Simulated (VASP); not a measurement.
Here is a VASP 6.6.1 calculation.

File INCAR:

```
PREC     = Accurate       # precision mode
ENCUT    = 520            # plane-wave cutoff, eV
EDIFF    = 1E-7           # SCF threshold, eV
ISMEAR   = 0              # smearing method
SIGMA    = 0.05           # smearing width, eV
LREAL    = F              # projectors in reciprocal space
LASPH    = T              # aspherical terms in the spheres
NELM     = 150            # most SCF steps
ALGO     = Normal         # electronic algorithm
ISIF     = 2              # what is computed and relaxed
LWAVE    = F              # write WAVECAR
LCHARG   = F              # write CHGCAR
ISPIN    = 2              # spin polarisation
MAGMOM   = 4.67 0 0       # initial moments
LORBIT   = 11             # projections on sites
LMAXMIX  = 6              # l up to which the mixer works
LDAU     = T              # DFT+U
LDAUTYPE = 2            
LDAUL    = 3 -1           # shell
LDAUU    = 4 0            # U, eV
LDAUJ    = 0 0          
LDAUPRINT= 1            
METAGGA  = R2SCAN         # meta-GGA
LMIXTAU  = T
```

The input KPOINTS:

```
regular mesh
0
Gamma
  6 6 4
```

POSCAR

```
SmF2
1.0
    3.5639467600      0.0000000000      0.0000000000
   -1.7819733800      3.0864684300      0.0000000000
    0.0000000000      0.0000000000      5.7493858200
Sm F
1 2
Direct
    0.0000000000      0.0000000000      0.0000000000
    0.3333333333      0.6666666667      0.2520000000
    0.6666666667      0.3333333333      0.7480000000
```

Potentials or basis: VASP PAW PBE potentials, release 64 (Sm, F).

Launch:

```bash
$ cat potpaw_PBE.64/Sm/POTCAR potpaw_PBE.64/F/POTCAR > POTCAR
$ mpirun -np 1 vasp_std > vasp.out
```

Problem. What does it give for the largest force?

Solution. 1.334 eV/Å.

Problem. Estimate the net moment.

Solution. 6.00 μB per cell.

Problem. What does it give for the band gap on the k mesh?

Solution. None (metal or under the smearing width).

Problem. Predict the site moments.

Solution. Sm +5.47; F -0.01 μB.

Stress tensor (GPa, compression positive):
```
 -2.75   0.00   0.00
  0.00  -2.75   0.00
  0.00   0.00 -10.70
```

Caveat: the magnetic or orbital state may not be the lowest; the PAW data sets were made with another functional, which shifts forces and pressure a little; spin-orbit coupling is left out, which moves the levels of the heavy elements. The state reached can hang on the start; a lower one may exist.
